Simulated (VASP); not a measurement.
Here is a VASP 6.6.1 calculation.

The input INCAR:

```
SYSTEM = Sn2C
PREC = Accurate
ENCUT = 520
EDIFF = 1E-6
ISMEAR = -1
SIGMA = 0.05
LREAL = .FALSE.
LASPH = .TRUE.
NELM = 100
ALGO = Normal
ISIF = 2
LWAVE = .FALSE.
LCHARG = .FALSE.
GGA = PE
NBANDS = 23
```

KPOINTS

```
Automatic mesh
0
G
  11 11 11
  0 0 0
```

File POSCAR:

```
Sn2C
1.0
    0.0000000000      3.1822557838      3.1822557838
    3.1822557838      0.0000000000      3.1822557838
    3.1822557838      3.1822557838      0.0000000000
C Sn
1 2
Direct
    0.0000000000      0.0000000000      0.0000000000
    0.2500000000      0.2500000000      0.2500000000
    0.7500000000      0.7500000000      0.7500000000
```

Potentials or basis: VASP PAW PBE potentials, release 64 (C, Sn_d).

Command:

```sh
$ cat potpaw_PBE.64/C/POTCAR potpaw_PBE.64/Sn_d/POTCAR > POTCAR
$ mpirun -np 1 vasp_std > vasp.out
```

Estimate the pressure.

0.0 GPa.

Estimate the band gap on the k mesh.

none (metal or under the smearing width).
